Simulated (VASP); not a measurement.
Method: LDA (Ceperley-Alder, Perdew-Zunger), VASP's LDA PAW potentials (set 64) (plane waves; VASP).

The input files of a VASP run:

INCAR:
```
# general
SYSTEM   =  Ba(P2Pd)2
PREC     =  Accurate
ENCUT    =  300
LREAL    =  F
LASPH    =  T

# electronic loop
EDIFF    =  1E-6
NELM     =  100
ALGO     =  Normal
LMAXMIX  =  4

# smearing
ISMEAR   =  -1
SIGMA    =  0.136

# ions
ISIF     =  2

# output
LWAVE    =  F
LCHARG   =  F
```

**POSCAR**
```
Ba(P2Pd)2
1
   -3.4219100000     3.4219100000     2.9868950000
    3.4219100000    -3.4219100000     2.9868950000
    3.4219100000     3.4219100000    -2.9868950000
Ba P Pd
1 4 2
Direct
  0.0057880000   0.0060810000  -0.0051660000
  0.2688850000   0.4961390000   0.7782960000
  0.7330840000   0.5085890000   0.2277460000
  0.4919490000   0.7294000000   0.2227080000
  0.4916020000   0.2564540000   0.7772400000
  0.7433550000   0.2506620000   0.5037900000
  0.2653380000   0.7526740000   0.4953860000
```

### KPOINTS
```
Automatic mesh
0
Gamma
6 6 6
0 0 0
```

POTCAR, in this order: Ba_sv P Pd (LDA.64 set). Program: vasp_std.

**Question.** What will the output report for the number of irreducible k-points (NKPTS), largest plane-wave count, number of space-group operations, FFT grid (NGX, NGY, NGZ)?

**Answer.** 
| Property | Result |
|---|---|
| number of irreducible k-points (NKPTS) | 112 |
| largest plane-wave count | 1668 |
| number of space-group operations | 1 |
| FFT grid (NGX, NGY, NGZ) | 32 × 32 × 32 |

The structure comes from a computed database's BaPd2P4 entry (I4/mmm); how it stands against other phases isn't given here. The cell was not relaxed at this level, atoms are displaced from their ideal sites.
